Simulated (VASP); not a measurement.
Computed with PBE GGA, VASP's PBE PAW potentials (set 64) (plane waves; VASP).

Input for VASP

File KPOINTS:
```
Automatic mesh
0
Gamma
11 11 6
0 0 0
```

POSCAR:
```
Tb
1
    1.7846020000    -3.1286030000     0.0000000000
    1.7846020000     3.1286030000     0.0000000000
    0.0000000000     0.0000000000     5.6184250000
Tb
2
Direct
  0.3333330000   0.6666670000   0.2500000000
  0.6742510000   0.3409170000   0.7500000000
```

### INCAR
```
ALGO = Normal
EDIFF = 1E-6
ENCUT = 525
GGA = PE
ISIF = 2
ISMEAR = 1
LASPH = .TRUE.
LCHARG = .FALSE.
LMAXMIX = 6
LREAL = .FALSE.
LWAVE = .FALSE.
NELM = 100
PREC = Accurate
SIGMA = 0.1
SYSTEM = Tb
```

POTCAR, in this order: Tb_3 (PBE.64 set). Program: vasp_std.

The 4f electrons are frozen in the core of the lanthanide potential, so 4f levels, which can set the real gap, and their magnetism are missing.

Predict the energy per atom (σ→0), pressure, band gap (on the k-mesh).

```json
{
 "energy per atom (σ→0)": "-4.555 eV/atom",
 "band gap (on the k-mesh)": "none (metal, semimetal or under 0.01 eV)",
 "pressure": "1.37 GPa"
}
```

**OSZICAR**
```
...
DAV:   6    -0.910050574946E+01   -0.25338E-02   -0.21353E-02  7360   0.125E+00    0.143E+01
DAV:   7    -0.910969376397E+01   -0.91880E-02   -0.39328E-02  7434   0.170E+00    0.223E-01
DAV:   8    -0.910938650887E+01    0.30726E-03   -0.21585E-03  7264   0.380E-01    0.616E-02
DAV:   9    -0.910939177399E+01   -0.52651E-05   -0.21476E-04  7804   0.116E-01    0.324E-02
DAV:  10    -0.910938539742E+01    0.63766E-05   -0.30832E-05  7114   0.414E-02    0.374E-02
DAV:  11    -0.910938647593E+01   -0.10785E-05   -0.40476E-06  7069   0.154E-02    0.109E-03
DAV:  12    -0.910938672549E+01   -0.24956E-06   -0.28257E-07  3717   0.477E-03
   1 F= -.91093867E+01 E0= -.91095050E+01  d E =0.354945E-03
```

The compound is Tb in the hcp structure. The cell was not relaxed at this level, atoms are displaced from their ideal sites. The run is one of a series of settings (ENCUT = 525 against the base run), some of them coarse on purpose.
